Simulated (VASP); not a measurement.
Data:

```
ZrS2
1.0
    1.79666    -3.11191     0.00000
    1.79666     3.11191     0.00000
    0.00000     0.00000     5.81301
Zr S
1 2
Direct
  0.00000   0.00000   0.00000
  0.33333   0.66667   0.24734
  0.66667   0.33333   0.75266
```

Computed with PBEsol GGA, VASP's PBE PAW potentials (set 64) (plane waves; VASP 6.6.1). Run with 520 eV cut-off, 8×8×5 Γ-centred mesh, Gaussian smearing of 0.050 eV, potentials Zr_sv S.

Without a dispersion term in the relaxation, distances and binding between the weakly bound layers, chains or molecules are unreliable, and so is what depends on them.

Problem. The ions and cell shape at fixed volume are relaxed. Give the cell that the relaxation ends in.

Solution. 
```
ZrS2
1.0
    1.80737    -3.13046     0.00000
    1.80737     3.13046     0.00000
    0.00000     0.00000     5.74433
Zr S
1 2
Direct
  0.00000   0.00000   0.00000
  0.33333   0.66667   0.25382
  0.66667   0.33333   0.74618
```
Space group P-3m1 (164), at a tolerance of 0.03 Å.

Problem. How much energy does the relaxation gain?

Solution. The energy (σ→0) changes by -5.0 meV/atom, in 5 ionic steps.

```tsv
step	E(σ→0) (eV)	max force (eV/Å)	pressure (GPa)	volume (Å³)
1	-22.5388	0.383	3.13	65.00
2	-22.5493	0.167	1.96	65.00
3	-22.5521	0.022	0.95	65.00
4	-22.5536	0.010	0.79	65.00
5	-22.5538	0.004	0.68	65.00
```

The compound is ZrS2 in the 1T layered structure. This cell is one point of a volume scan, at 0.97 of the reference volume. Symmetry was kept, so distortions that lower it aren't found.
